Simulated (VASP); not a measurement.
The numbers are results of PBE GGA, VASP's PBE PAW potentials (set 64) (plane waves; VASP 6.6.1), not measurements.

Input for VASP

INCAR:
```
LWAVE = .False.
ISMEAR = 0   # Gaussian
ENCUT = 530   # plane-wave cut-off (eV)
SYSTEM = PbF2
LMAXMIX = 4   # l cut-off of mixed one-centre charges
LREAL = .False.   # projection in real space or not
NSW = 60   # most ionic steps
IBRION = 2
ALGO = Normal   # blocked Davidson
EDIFF = 1E-6
LASPH = .True.   # aspherical one-centre terms
GGA = PE   # PBE
SIGMA = 0.05   # width (eV)
NELM = 100
LCHARG = .False.
ISIF = 3   # ions, shape and volume
PREC = Accurate
EDIFFG = -0.02   # ionic stop
```

File KPOINTS:
```
Automatic mesh
0
Gamma
6 6 6
0 0 0
```

**POSCAR**
```
PbF2
1.0
  0.0000000000   3.0011639150   3.0011639150
  3.0011639150   0.0000000000   3.0011639150
  3.0011639150   3.0011639150   0.0000000000
Pb F
1 2
Cartesian
  3.0011639150   3.0011639150   6.0023278300
  1.5005819575   1.5005819575   1.5005819575
  4.5017458725   4.5017458725   4.5017458725
```

POTCAR, in this order: Pb_d F (PBE.64 set). Program: vasp_std.

The run wrote:

OSZICAR:
```
       N       E                     dE             d eps       ncg     rms          rms(c)
DAV:   1     0.308099988475E+03    0.30810E+03   -0.15300E+04   576   0.180E+03
DAV:   2     0.114548003148E+02   -0.29665E+03   -0.28577E+03   666   0.459E+02
DAV:   3    -0.154725640449E+02   -0.26927E+02   -0.26638E+02   664   0.153E+02
DAV:   4    -0.163386133939E+02   -0.86605E+00   -0.86514E+00   628   0.283E+01
DAV:   5    -0.163651148745E+02   -0.26501E-01   -0.26500E-01   674   0.491E+00    0.808E+00
DAV:   6    -0.143670808438E+02    0.19980E+01   -0.10721E+01   744   0.271E+01    0.279E+00
DAV:   7    -0.143578082448E+02    0.92726E-02   -0.47852E-01   582   0.470E+00    0.158E+00
DAV:   8    -0.143521656642E+02    0.56426E-02   -0.10664E-01   580   0.396E+00    0.491E-01
DAV:   9    -0.143498313721E+02    0.23343E-02   -0.21056E-02   660   0.109E+00    0.103E-01
DAV:  10    -0.143510104810E+02   -0.11791E-02   -0.18054E-03   576   0.491E-01    0.320E-02
DAV:  11    -0.143509866534E+02    0.23828E-04   -0.13999E-04   616   0.131E-01    0.145E-02
DAV:  12    -0.143509974344E+02   -0.10781E-04   -0.72115E-05   658   0.913E-02    0.121E-02
DAV:  13    -0.143509952291E+02    0.22053E-05   -0.26393E-05   648   0.551E-02    0.312E-03
DAV:  14    -0.143509951935E+02    0.35627E-07   -0.14592E-06   452   0.909E-03
   1 F= -.14350995E+02 E0= -.14350995E+02  d E =-.143510E+02
       N       E                     dE             d eps       ncg     rms          rms(c)
DAV:   1    -0.143553943796E+02   -0.43992E-02   -0.11148E-01   730   0.486E+00    0.471E-01
DAV:   2    -0.143515053852E+02    0.38890E-02   -0.18872E-02   606   0.140E+00    0.990E-02
DAV:   3    -0.143511614030E+02    0.34398E-03   -0.10364E-03   734   0.508E-01    0.439E-02
DAV:   4    -0.143511127107E+02    0.48692E-04   -0.30721E-04   672   0.264E-01    0.149E-02
DAV:   5    -0.143511187459E+02   -0.60352E-05   -0.43486E-05   616   0.832E-02    0.961E-03
DAV:   6    -0.143511164467E+02    0.22992E-05   -0.11790E-05   698   0.452E-02    0.180E-03
DAV:   7    -0.143511163892E+02    0.57497E-07   -0.63648E-07   302   0.813E-03
   2 F= -.14351116E+02 E0= -.14351116E+02  d E =-.121196E-03
```

**OUTCAR**
```
------------------------ aborting loop because EDIFF is reached ----------------------------------------
  FORCE on cell =-STRESS in cart. coord.  units (eV):
  Direction    XX          YY          ZZ          XY          YZ          ZX
  --------------------------------------------------------------------------------------
  Total        0.0089682      0.0089682      0.0089682     -0.0000000     -0.0000000      0.0000000
  in kB        0.2667289      0.2667289      0.2667289     -0.0000000     -0.0000000      0.0000000
  external PRESSURE =       0.2667289 kB  Pullay stress =       0.0000000 kB
  volume of cell :       53.87
      direct lattice vectors                 reciprocal lattice vectors
     0.000000000  2.997588146  2.997588146    -0.166800766  0.166800766  0.166800766
     2.997588146  0.000000000  2.997588146     0.166800766 -0.166800766  0.166800766
     2.997588146  2.997588146  0.000000000     0.166800766  0.166800766 -0.166800766
 POSITION                                       TOTAL-FORCE (eV/Angst)
 -----------------------------------------------------------------------------------
      5.99518      5.99518      5.99518        -0.000000      0.000000     -0.000000
      1.49879      1.49879      1.49879         0.000000     -0.000000     -0.000000
      4.49638      4.49638      4.49638        -0.000000     -0.000000      0.000000
 -----------------------------------------------------------------------------------
    total drift:                               -0.000000      0.000000      0.000000
  FREE ENERGIE OF THE ION-ELECTRON SYSTEM (eV)
  ---------------------------------------------------
  free  energy   TOTEN  =       -14.3511163892 eV

  energy  without entropy=      -14.3511163892  energy(sigma->0) =      -14.35111639

 reached required accuracy - stopping structural energy minimisation
```
(Selected blocks of OUTCAR.)

File CONTCAR:
```
PbF2
   1.00000000000000
     0.0000000000000000    2.9975881462274239    2.9975881462274239
     2.9975881462274239    0.0000000000000000    2.9975881462274239
     2.9975881462274239    2.9975881462274239    0.0000000000000000
  Pb              F
     1     2
Direct
     1.0000000000000000    1.0000000000000000    1.0000000000000000
     0.2500000000000000    0.2500000000000000    0.2500000000000000
     0.7500000000000000    0.7500000000000000    0.7500000000000000
```

### OUTCAR
```
 val. band max:        1.4680473326   @ k =   0.5000   0.0000   0.0000

 cond. band min:       5.8959516734   @ k =   0.5000   0.5000   0.0000


 Fermi energy:         1.7756336627

 k-point     1 :       0.0000    0.0000    0.0000
  band No.  band energies     occupation
      1     -19.3477      2.00000
      2     -18.7856      2.00000
      3     -12.9259      2.00000
      4     -12.9259      2.00000
      5     -12.9259      2.00000
      6     -12.8829      2.00000
      7     -12.8829      2.00000
      8      -3.1614      2.00000
      9      -0.7785      2.00000
     10      -0.7785      2.00000
     11      -0.7785      2.00000
     12      -0.2909      2.00000
     13      -0.2909      2.00000
     14      -0.2909      2.00000
     15       8.2141      0.00000
     16       8.2141      0.00000
     17       8.2141      0.00000
     18      12.0279      0.00000

 k-point     2 :       0.1667    0.0000    0.0000
  band No.  band energies     occupation
      1     -19.3008      2.00000
      2     -18.8284      2.00000
      3     -12.9176      2.00000
      4     -12.9176      2.00000
      5     -12.8819      2.00000
      6     -12.8819      2.00000
      7     -12.8790      2.00000
      8      -3.5221      2.00000
      9      -0.9551      2.00000
     10      -0.8251      2.00000
     11      -0.8251      2.00000
     12      -0.3332      2.00000
     13      -0.3332      2.00000
     14       0.2836      2.00000
     15       7.4367      0.00000
     16       8.4161      0.00000
     17       8.4161      0.00000
     18      13.3853      0.00000

 k-point     3 :       0.3333    0.0000    0.0000
  band No.  band energies     occupation
      1     -19.1884      2.00000
      2     -18.9288      2.00000
      3     -12.9129      2.00000
      4     -12.9129      2.00000
      5     -12.8678      2.00000
      6     -12.8678      2.00000
      7     -12.7887      2.00000
      8      -4.0636      2.00000
      9      -1.1774      2.00000
...
```

Unless said otherwise, spin-orbit coupling is left out, though it shifts the bands of the heavy elements here.

The compound is PbF2 in the fluorite structure, the β form. This run relaxes it. Symmetry was kept, so distortions that lower it aren't found. The start is the result of an earlier pass.
